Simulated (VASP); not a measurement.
Consider the following.

```
Ta2O5
1.0
   -2.62557     2.62557     4.79311
    2.62557    -2.62557     4.79311
    2.62557     2.62557    -4.79311
Ta O
2 5
Direct
  0.19685   0.19685   0.00000
  0.80315   0.80315   0.00000
  0.00000   0.00000   0.00000
  0.50000   0.00000   0.00000
  0.00000   0.00000   0.50000
  0.00000   0.50000   0.00000
  0.50000   0.50000   0.50000
```

These are PBEsol GGA, VASP's PBE PAW potentials (set 64) (plane waves; VASP) values and carry that method's errors. Settings: 520 eV cut-off, Gaussian smearing of 0.050 eV, potentials Ta_pv O.

Unless said otherwise, spin-orbit coupling is left out, though it shifts the bands of the heavy elements here.

Q: Give the energies of bands 17 to 30 at the high-symmetry points, in eV from the valence-band maximum.

A: 
```
band      Γ      X      P      N      M      S      R
----  -----  -----  -----  -----  -----  -----  -----
17    -5.30  -4.22  -3.30  -4.36  -4.45  -4.59  -4.30
18    -3.26  -3.29  -3.30  -4.28  -4.26  -4.49  -4.14
19    -3.22  -3.28  -3.29  -3.93  -4.26  -4.37  -3.50
20    -3.22  -2.84  -3.28  -3.89  -3.72  -3.13  -2.96
21    -2.01  -2.73  -2.64  -3.51  -2.29  -3.03  -2.95
22    -2.01  -2.43  -2.50  -2.74  -2.29  -2.90  -2.83
23    -1.48  -2.25  -2.24  -2.67  -1.53  -2.80  -2.17
24    -1.18  -2.23  -2.24  -2.09  -1.23  -1.90  -2.06
25    -1.18  -2.21  -2.17  -0.84  -1.23  -1.11  -1.97
26     0.00  -2.05  -2.17  -0.82   0.00  -0.49  -1.35
27     1.59   1.94   2.73   2.98   1.71   3.21   2.56
28     1.90   3.84   2.73   3.63   3.76   3.78   3.83
29     1.90   3.91   4.17   4.05   3.76   3.91   4.13
30     2.57   4.66   4.64   4.08   4.78   4.28   4.14
```

The gap is direct, 1.59 eV, from the valence maximum at Γ to the conduction minimum at Γ.

The structure comes from a computed database's Ta2O5 entry (I4/mmm); how it stands against other phases isn't given here. It was relaxed first.
